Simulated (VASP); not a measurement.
These are PBE GGA, VASP's PBE PAW potentials (set 64) (plane waves; VASP) values and carry that method's errors.

A VASP calculation is set up with these files.

INCAR:
```
SYSTEM  =  Ga31As32
PREC  =  Normal; ENCUT  =  400; LREAL  =  Auto
LASPH  =  .TRUE.; ISYM  =  0; NELECT  =  254.0
EDIFF  =  1E-5; NELM  =  100; NELMIN  =  4
ALGO  =  Fast; LMAXMIX  =  4
ISMEAR  =  0; SIGMA  =  0.05
GGA  =  PE
ISPIN  =  2; MAGMOM  =  63*0.0317; NUPDOWN  =  2
IBRION  =  2; NSW  =  60; ISIF  =  2
EDIFFG  =  -0.03
LWAVE  =  .TRUE.; LCHARG  =  .FALSE.; LORBIT  =  10
```

POSCAR:
```
Ga31As32
1
   11.5222104212    -0.0000000000    -0.0000000000
   -0.0000000000    11.5222104212     0.0000000000
    0.0000000000     0.0000000000    11.5222104212
Ga As
31 32
Direct
  0.5000000000   0.0000000000   0.0000000000
  0.7500000000   0.2500000000   0.0000000000
  0.7500000000   0.0000000000   0.2500000000
  0.0000000000   0.0000000000   0.0000000000
  0.2500000000   0.2500000000   0.0000000000
  0.5000000000   0.5000000000   0.0000000000
  0.7500000000   0.7500000000   0.0000000000
  0.2500000000   0.0000000000   0.2500000000
  0.5000000000   0.2500000000   0.2500000000
  0.7500000000   0.5000000000   0.2500000000
  0.5000000000   0.0000000000   0.5000000000
  0.7500000000   0.2500000000   0.5000000000
  0.7500000000   0.0000000000   0.7500000000
  0.0000000000   0.5000000000   0.0000000000
  0.2500000000   0.7500000000   0.0000000000
  0.0000000000   0.2500000000   0.2500000000
  0.2500000000   0.5000000000   0.2500000000
  0.5000000000   0.7500000000   0.2500000000
  0.0000000000   0.0000000000   0.5000000000
  0.2500000000   0.2500000000   0.5000000000
  0.7500000000   0.7500000000   0.5000000000
  0.2500000000   0.0000000000   0.7500000000
  0.5000000000   0.2500000000   0.7500000000
  0.7500000000   0.5000000000   0.7500000000
  0.0000000000   0.7500000000   0.2500000000
  0.0000000000   0.5000000000   0.5000000000
  0.2500000000   0.7500000000   0.5000000000
  0.0000000000   0.2500000000   0.7500000000
  0.2500000000   0.5000000000   0.7500000000
  0.5000000000   0.7500000000   0.7500000000
  0.0000000000   0.7500000000   0.7500000000
  0.6250000000   0.1250000000   0.1250000000
  0.8750000000   0.3750000000   0.1250000000
  0.8750000000   0.1250000000   0.3750000000
  0.1250000000   0.1250000000   0.1250000000
  0.3750000000   0.3750000000   0.1250000000
  0.6250000000   0.6250000000   0.1250000000
  0.8750000000   0.8750000000   0.1250000000
  0.3750000000   0.1250000000   0.3750000000
  0.6254130000   0.3791350000   0.3785160000
  0.8750000000   0.6250000000   0.3750000000
  0.6250000000   0.1250000000   0.6250000000
  0.8750000000   0.3750000000   0.6250000000
  0.8750000000   0.1250000000   0.8750000000
  0.1250000000   0.6250000000   0.1250000000
  0.3750000000   0.8750000000   0.1250000000
  0.1250000000   0.3750000000   0.3750000000
  0.3759360000   0.6266890000   0.3753570000
  0.6250000000   0.8750000000   0.3750000000
  0.1250000000   0.1250000000   0.6250000000
  0.3760740000   0.3791450000   0.6264650000
  0.6245300000   0.6225620000   0.6284130000
  0.8750000000   0.8750000000   0.6250000000
  0.3750000000   0.1250000000   0.8750000000
  0.6250000000   0.3750000000   0.8750000000
  0.8750000000   0.6250000000   0.8750000000
  0.1250000000   0.8750000000   0.3750000000
  0.1250000000   0.6250000000   0.6250000000
  0.3750000000   0.8750000000   0.6250000000
  0.1250000000   0.3750000000   0.8750000000
  0.3750000000   0.6250000000   0.8750000000
  0.6250000000   0.8750000000   0.8750000000
  0.1250000000   0.8750000000   0.8750000000
```

File KPOINTS:
```
Regular mesh
0
gamma
  1 1 1
```

POTCAR, in this order: Ga As (PBE.64 set). Program: vasp_gam.

What VASP printed:

**OSZICAR**
```
...
RMM:   5    -0.251096423187E+03   -0.19109E-04   -0.60465E-04   644   0.426E-02    0.313E-02
RMM:   6    -0.251096440888E+03   -0.17701E-04   -0.17400E-04   661   0.208E-02    0.181E-02
RMM:   7    -0.251096444285E+03   -0.33966E-05   -0.30588E-05   436   0.912E-03
   2 F= -.25109644E+03 E0= -.25107603E+03  d E =-.806340E-01  mag=     2.0000
       N       E                     dE             d eps       ncg     rms          rms(c)
DAV:   1    -0.251114098691E+03   -0.17658E-01   -0.85570E-01   696   0.165E+00    0.399E-01
RMM:   2    -0.251119178758E+03   -0.50801E-02   -0.61385E-02   640   0.434E-01    0.140E-01
RMM:   3    -0.251119979374E+03   -0.80062E-03   -0.90352E-03   665   0.169E-01    0.641E-02
RMM:   4    -0.251120061781E+03   -0.82408E-04   -0.14541E-03   671   0.665E-02    0.479E-02
RMM:   5    -0.251120075042E+03   -0.13260E-04   -0.39042E-04   644   0.344E-02    0.262E-02
RMM:   6    -0.251120086281E+03   -0.11239E-04   -0.11249E-04   621   0.169E-02    0.157E-02
RMM:   7    -0.251120089412E+03   -0.31314E-05   -0.19911E-05   411   0.754E-03
   3 F= -.25112009E+03 E0= -.25109713E+03  d E =-.104279E+00  mag=     2.0000
       N       E                     dE             d eps       ncg     rms          rms(c)
DAV:   1    -0.251149755015E+03   -0.29669E-01   -0.74974E-01   672   0.150E+00    0.349E-01
RMM:   2    -0.251153035637E+03   -0.32806E-02   -0.39856E-02   640   0.353E-01    0.149E-01
RMM:   3    -0.251153764687E+03   -0.72905E-03   -0.65281E-03   647   0.143E-01    0.692E-02
RMM:   4    -0.251153861575E+03   -0.96889E-04   -0.11523E-03   670   0.584E-02    0.537E-02
RMM:   5    -0.251153865055E+03   -0.34798E-05   -0.27961E-04   650   0.295E-02    0.333E-02
RMM:   6    -0.251153871252E+03   -0.61974E-05   -0.94498E-05   575   0.156E-02
   4 F= -.25115387E+03 E0= -.25112846E+03  d E =-.337818E-01  mag=     2.0000
       N       E                     dE             d eps       ncg     rms          rms(c)
DAV:   1    -0.251159653647E+03   -0.57886E-02   -0.64717E+00   640   0.438E+00    0.929E-01
RMM:   2    -0.251189990726E+03   -0.30337E-01   -0.34176E-01   640   0.103E+00    0.401E-01
RMM:   3    -0.251194977522E+03   -0.49868E-02   -0.52648E-02   648   0.416E-01    0.217E-01
RMM:   4    -0.251195874842E+03   -0.89732E-03   -0.93007E-03   666   0.165E-01    0.152E-01
RMM:   5    -0.251195923158E+03   -0.48316E-04   -0.19337E-03   651   0.806E-02    0.888E-02
RMM:   6    -0.251195977185E+03   -0.54028E-04   -0.66657E-04   648   0.436E-02    0.285E-02
RMM:   7    -0.251195991773E+03   -0.14588E-04   -0.18223E-04   650   0.212E-02    0.162E-02
RMM:   8    -0.251195992157E+03   -0.38389E-06   -0.42836E-05   470   0.995E-03
   5 F= -.25119599E+03 E0= -.25117124E+03  d E =-.759027E-01  mag=     2.0000
       N       E                     dE             d eps       ncg     rms          rms(c)
DAV:   1    -0.251216854431E+03   -0.20863E-01   -0.84227E-01   704   0.141E+00    0.218E-01
RMM:   2    -0.251220794659E+03   -0.39402E-02   -0.42365E-02   640   0.296E-01    0.952E-02
RMM:   3    -0.251221597446E+03   -0.80279E-03   -0.72408E-03   663   0.124E-01    0.731E-02
RMM:   4    -0.251221612193E+03   -0.14746E-04   -0.90347E-04   650   0.476E-02    0.470E-02
RMM:   5    -0.251221606949E+03    0.52441E-05   -0.22397E-04   623   0.243E-02    0.220E-02
RMM:   6    -0.251221612230E+03   -0.52817E-05   -0.61343E-05   486   0.125E-02
   6 F= -.25122161E+03 E0= -.25119818E+03  d E =-.256201E-01  mag=     2.0000
       N       E                     dE             d eps       ncg     rms          rms(c)
DAV:   1    -0.251220731936E+03    0.87501E-03   -0.74925E+00   640   0.420E+00    0.729E-01
RMM:   2    -0.251255826544E+03   -0.35095E-01   -0.40207E-01   640   0.905E-01    0.260E-01
RMM:   3    -0.251263827943E+03   -0.80014E-02   -0.70589E-02   678   0.383E-01    0.236E-01
RMM:   4    -0.251263752952E+03    0.74991E-04   -0.71970E-03   646   0.139E-01    0.157E-01
RMM:   5    -0.251263685057E+03    0.67895E-04   -0.24577E-03   645   0.759E-02    0.668E-02
RMM:   6    -0.251263737351E+03   -0.52294E-04   -0.53745E-04   664   0.374E-02    0.325E-02
RMM:   7    -0.251263746907E+03   -0.95563E-05   -0.10544E-04   554   0.170E-02    0.168E-02
RMM:   8    -0.251263746310E+03    0.59719E-06   -0.29413E-05   436   0.873E-03
   7 F= -.25126375E+03 E0= -.25124313E+03  d E =-.677542E-01  mag=     2.0000
       N       E                     dE             d eps       ncg     rms          rms(c)
DAV:   1    -0.251263438097E+03    0.30881E-03   -0.29847E-01   720   0.839E-01    0.132E-01
RMM:   2    -0.251264770639E+03   -0.13325E-02   -0.15836E-02   640   0.179E-01    0.516E-02
RMM:   3    -0.251265085152E+03   -0.31451E-03   -0.28277E-03   678   0.761E-02    0.421E-02
RMM:   4    -0.251265078467E+03    0.66847E-05   -0.33185E-04   621   0.295E-02    0.241E-02
RMM:   5    -0.251265077573E+03    0.89446E-06   -0.83386E-05   514   0.142E-02
   8 F= -.25126508E+03 E0= -.25124477E+03  d E =-.690854E-01  mag=     2.0000
       N       E                     dE             d eps       ncg     rms          rms(c)
DAV:   1    -0.251276913377E+03   -0.11835E-01   -0.30756E-01   672   0.978E-01    0.197E-01
RMM:   2    -0.251278449765E+03   -0.15364E-02   -0.21200E-02   640   0.254E-01    0.637E-02
RMM:   3    -0.251278723071E+03   -0.27331E-03   -0.32571E-03   659   0.100E-01    0.414E-02
RMM:   4    -0.251278720331E+03    0.27403E-05   -0.48394E-04   664   0.394E-02    0.236E-02
RMM:   5    -0.251278721659E+03   -0.13284E-05   -0.10566E-04   613   0.187E-02    0.102E-02
RMM:   6    -0.251278723529E+03   -0.18698E-05   -0.27214E-05   440   0.895E-03
   9 F= -.25127872E+03 E0= -.25125804E+03  d E =-.136460E-01  mag=     2.0000
       N       E                     dE             d eps       ncg     rms          rms(c)
DAV:   1    -0.251281031110E+03   -0.23095E-02   -0.25916E-01   656   0.897E-01    0.183E-01
RMM:   2    -0.251282349603E+03   -0.13185E-02   -0.17956E-02   640   0.233E-01    0.586E-02
RMM:   3    -0.251282582111E+03   -0.23251E-03   -0.27509E-03   659   0.919E-02    0.377E-02
RMM:   4    -0.251282580097E+03    0.20136E-05   -0.41118E-04   663   0.363E-02    0.220E-02
RMM:   5    -0.251282581590E+03   -0.14929E-05   -0.89660E-05   601   0.172E-02
  10 F= -.25128258E+03 E0= -.25126147E+03  d E =-.175040E-01  mag=     2.0000
       N       E                     dE             d eps       ncg     rms          rms(c)
DAV:   1    -0.251284428154E+03   -0.18481E-02   -0.83866E-02   672   0.534E-01    0.102E-01
RMM:   2    -0.251284868946E+03   -0.44079E-03   -0.55677E-03   640   0.133E-01    0.310E-02
RMM:   3    -0.251284954029E+03   -0.85083E-04   -0.91223E-04   674   0.539E-02    0.206E-02
RMM:   4    -0.251284952411E+03    0.16184E-05   -0.11464E-04   627   0.207E-02    0.114E-02
RMM:   5    -0.251284953371E+03   -0.96080E-06   -0.32988E-05   464   0.105E-02
  11 F= -.25128495E+03 E0= -.25126363E+03  d E =-.237178E-02  mag=     2.0000
       N       E                     dE             d eps       ncg     rms          rms(c)
DAV:   1    -0.251285135356E+03   -0.18295E-03   -0.27860E-02   712   0.308E-01    0.580E-02
RMM:   2    -0.251285287409E+03   -0.15205E-03   -0.18898E-03   640   0.774E-02    0.180E-02
RMM:   3    -0.251285317344E+03   -0.29935E-04   -0.31295E-04   673   0.316E-02    0.125E-02
RMM:   4    -0.251285316673E+03    0.67162E-06   -0.40170E-05   470   0.123E-02
  12 F= -.25128532E+03 E0= -.25126386E+03  d E =-.273508E-02  mag=     2.0000
       N       E                     dE             d eps       ncg     rms          rms(c)
DAV:   1    -0.251286113967E+03   -0.79662E-03   -0.24400E-02   672   0.287E-01    0.472E-02
RMM:   2    -0.251286219090E+03   -0.10512E-03   -0.13103E-03   640   0.648E-02    0.190E-02
RMM:   3    -0.251286241439E+03   -0.22349E-04   -0.23389E-04   655   0.271E-02    0.131E-02
RMM:   4    -0.251286241100E+03    0.33866E-06   -0.28593E-05   425   0.103E-02
  13 F= -.25128624E+03 E0= -.25126477E+03  d E =-.924428E-03  mag=     2.0000
```

File OUTCAR:
```
------------------------ aborting loop because EDIFF is reached ----------------------------------------
  FORCE on cell =-STRESS in cart. coord.  units (eV):
  Direction    XX          YY          ZZ          XY          YZ          ZX
  --------------------------------------------------------------------------------------
  Total        4.5020544      4.4603858      4.5084000     -0.1522237      0.1911378     -0.6556839
  in kB        4.7153498      4.6717070      4.7219960     -0.1594357      0.2001934     -0.6867484
  external PRESSURE =       4.7030176 kB  Pullay stress =       0.0000000 kB
  volume of cell :     1529.70
      direct lattice vectors                 reciprocal lattice vectors
    11.522210421  0.000000000  0.000000000     0.086788903  0.000000000  0.000000000
     0.000000000 11.522210421  0.000000000     0.000000000  0.086788903  0.000000000
     0.000000000  0.000000000 11.522210421     0.000000000  0.000000000  0.086788903
  FREE ENERGIE OF THE ION-ELECTRON SYSTEM (eV)
  ---------------------------------------------------
  free  energy   TOTEN  =      -251.2862411005 eV

  energy  without entropy=     -251.2433072763  energy(sigma->0) =     -251.26477419

 total charge

# of ion       s       p       d       tot
------------------------------------------
    1        1.073   1.134   0.124   2.330
    2        1.065   1.137   0.124   2.327
    3        1.065   1.138   0.124   2.328
    4        1.064   1.133   0.123   2.319
    5        1.066   1.137   0.124   2.326
    6        1.062   1.140   0.124   2.326
    7        1.066   1.136   0.124   2.325
    8        1.066   1.136   0.124   2.325
    9        1.071   1.116   0.120   2.307
   10        1.071   1.118   0.120   2.308
   11        1.062   1.140   0.124   2.326
   12        1.071   1.116   0.120   2.307
   13        1.066   1.136   0.124   2.325
   14        1.073   1.133   0.123   2.330
   15        1.065   1.137   0.124   2.326
   16        1.065   1.138   0.124   2.327
   17        1.070   1.121   0.120   2.311
   18        1.070   1.121   0.120   2.311
   19        1.073   1.134   0.124   2.331
   20        1.070   1.118   0.120   2.309
   21        1.070   1.122   0.120   2.312
   22        1.065   1.137   0.124   2.327
   23        1.070   1.117   0.120   2.307
   24        1.070   1.120   0.120   2.309
   25        1.066   1.137   0.124   2.326
   26        1.062   1.140   0.124   2.326
   27        1.069   1.122   0.120   2.312
   28        1.066   1.137   0.124   2.326
   29        1.070   1.120   0.120   2.310
   30        1.070   1.122   0.120   2.312
   31        1.065   1.137   0.124   2.326
   32        1.206   1.581   0.024   2.811
   33        1.206   1.582   0.024   2.811
   34        1.206   1.581   0.024   2.811
   35        1.203   1.586   0.024   2.814
   36        1.201   1.586   0.023   2.810
   37        1.201   1.586   0.024   2.810
   38        1.203   1.586   0.024   2.814
   39        1.201   1.586   0.024   2.811
   40        1.257   1.484   0.023   2.764
   41        1.201   1.586   0.023   2.810
   42        1.201   1.585   0.023   2.810
   43        1.201   1.585   0.023   2.810
   44        1.203   1.586   0.024   2.813
   45        1.206   1.579   0.024   2.809
   46        1.206   1.579   0.024   2.809
   47        1.201   1.586   0.023   2.810
   48        1.251   1.490   0.022   2.763
   49        1.201   1.586   0.023   2.811
   50        1.206   1.580   0.024   2.810
   51        1.254   1.487   0.022   2.763
   52        1.251   1.490   0.022   2.763
   53        1.206   1.579   0.024   2.810
   54        1.206   1.580   0.024   2.810
   55        1.201   1.585   0.023   2.810
   56        1.206   1.579   0.024   2.809
   57        1.206   1.580   0.024   2.810
   58        1.201   1.586   0.024   2.811
   59        1.201   1.586   0.024   2.811
   60        1.206   1.581   0.024   2.811
   61        1.201   1.586   0.023   2.810
   62        1.206   1.580   0.024   2.810
   63        1.203   1.586   0.024   2.814
--------------------------------------------------
tot         71.809  85.315   4.546 161.670

 magnetization (x)

# of ion       s       p       d       tot
------------------------------------------
    1       -0.002   0.006   0.005   0.009
    2       -0.001   0.003   0.003   0.005
    3       -0.001   0.003   0.003   0.005
    4       -0.000   0.003   0.003   0.006
    5       -0.001   0.003   0.003   0.005
    6        0.000   0.001   0.002   0.003
    7       -0.001   0.002   0.003   0.005
    8       -0.001   0.002   0.003   0.005
    9       -0.000   0.008   0.004   0.012
   10       -0.000   0.007   0.004   0.010
   11        0.000   0.001   0.002   0.003
   12       -0.000   0.008   0.004   0.012
   13       -0.001   0.002   0.003   0.005
   14       -0.002   0.006   0.005   0.009
   15       -0.001   0.002   0.003   0.004
   16       -0.001   0.003   0.003   0.005
   17       -0.001   0.009   0.005   0.013
   18       -0.001   0.008   0.005   0.012
...
```
(Selected blocks of OUTCAR.)

### CONTCAR
```
Ga31As32
   1.00000000000000
    11.5222104212000005    0.0000000000000000    0.0000000000000000
     0.0000000000000000   11.5222104212000005    0.0000000000000000
     0.0000000000000000    0.0000000000000000   11.5222104212000005
  Ga              As
    31    32
Direct
     0.5001770814121740    0.0004249001694309    0.0001962088086288
     0.7491105713916172    0.2507031233851997    0.9995463370538007
     0.7492809138172600    0.9992041000011123    0.2510570161001051
     0.0000699127069515    0.9998520733826107    0.0000472037709391
     0.2511307911316499    0.2508309225594076    0.0009195907487313
     0.5000007104508810    0.5000235569605181    0.0003498244348535
     0.7490543546458267    0.7489084226078717    0.0007855483708860
     0.2512954536764727    0.0011213444594915    0.2513041721889510
     0.5056162191807198    0.2546393654738778    0.2547524247971590
     0.7456149530818883    0.4943855817002201    0.2545923615013994
     0.5000207545770050    0.0002982096356203    0.5001028220453277
     0.7454683501483277    0.2546975504077780    0.4945605258354454
     0.7488822673977248    0.0008529974422855    0.7489761355168034
     0.9999762326768411    0.4994777648476370    0.0002701306944313
     0.2510345792275530    0.7490788897581621    0.9994423012415715
     0.0008181584882978    0.2507474920363721    0.2509844786072711
     0.2539885740405046    0.5044252353777872    0.2540541407611567
     0.4955419342551625    0.7461100963243565    0.2538557880521042
     0.9999310838871194    0.0002911237873309    0.4999125339071855
     0.2543032385348105    0.2543086901588332    0.5051870330495641
     0.7463414620794618    0.7462521576606508    0.5044549917405062
     0.2510216410667059    0.9992310603381565    0.7491988747171479
     0.4950820967778018    0.2544213407477938    0.7457116672556390
     0.7460426185185830    0.5043034771967679    0.7461222879561460
     0.9993133602810410    0.7490687725222046    0.2511507164872187
     0.0000782661648789    0.5000660804526484    0.5001407942765176
     0.2537921216113360    0.7462161410281168    0.4955778463920745
     0.9993639374041338    0.2508617028848792    0.7491078094294907
     0.2542277812125254    0.4947123672329424    0.7459740175084438
     0.5045926611041670    0.7461897245235503    0.7463173825633512
     0.0007246623977702    0.7489448726934569    0.7490603800362280
     0.6252429349973665    0.1251817648979477    0.1254435303388057
     0.8749177057313854    0.3747189933177748    0.1252757393304628
     0.8748406358522396    0.1252691732186986    0.3748805522367365
     0.1253511039708194    0.1253002100342184    0.1253601264013358
     0.3756216211902230    0.3753060305909584    0.1268091608797536
     0.6247698065482168    0.6244748351068881    0.1267033881369369
     0.8747332635924105    0.8746981253069874    0.1253668414996203
     0.3756442131695699    0.1269803563158477    0.3756599088873019
     0.6141523256867818    0.3863373182809594    0.3860778020223667
     0.8735756510629417    0.6244832736416933    0.3753875699441770
     0.6245982118713413    0.1268505135841632    0.6244891503530687
     0.8735929841037233    0.3753087995565559    0.6245643266143975
     0.8747004642328152    0.1253080525310344    0.8747703134670142
     0.1250566662422447    0.6252114105050174    0.1252252025882831
     0.3748867565155009    0.8752021845984487    0.1251492138930839
     0.1264704460627219    0.3753546737355234    0.3755612047605179
     0.3838196637345753    0.6164601704188274    0.3840197521089310
     0.6246125346580899    0.8737587850725297    0.3754622115257314
     0.1251479684876675    0.1251103957895708    0.6252365296363767
     0.3849541340077288    0.3854924566621042    0.6150414091222628
     0.6161996131123378    0.6165136437634913    0.6162623294472674
     0.8749963522620271    0.8751416620580946    0.6252148267771956
     0.3748778081724950    0.1252484370814244    0.8749385682022549
     0.6245417579127299    0.3753133715947239    0.8738213193890983
     0.8749595922768618    0.6250940907639900    0.8750229068526864
     0.1250299469069032    0.8752331992804092    0.3749063796014760
     0.1264717360883444    0.6245927431656988    0.6247947501517578
     0.3754327652242977    0.8737399025732686    0.6247168230039929
     0.1250637850147363    0.3747604772319921    0.8751637244156126
     0.3753493664345264    0.6245667687799427    0.8737889868419850
     0.6251429812477772    0.8751693355445836    0.8751635585578403
     0.1253014602814152    0.8747007072395617    0.8747595471625929
```

The cell is charged, with a uniform compensating background. The supercell is sampled at Γ alone, which is coarse: total energies, pressure and levels can be off, energies of defects by several tenths of an eV.

The cell is a supercell with a defect, built from GaAs (zinc blende): vac_Ga, charge -1.
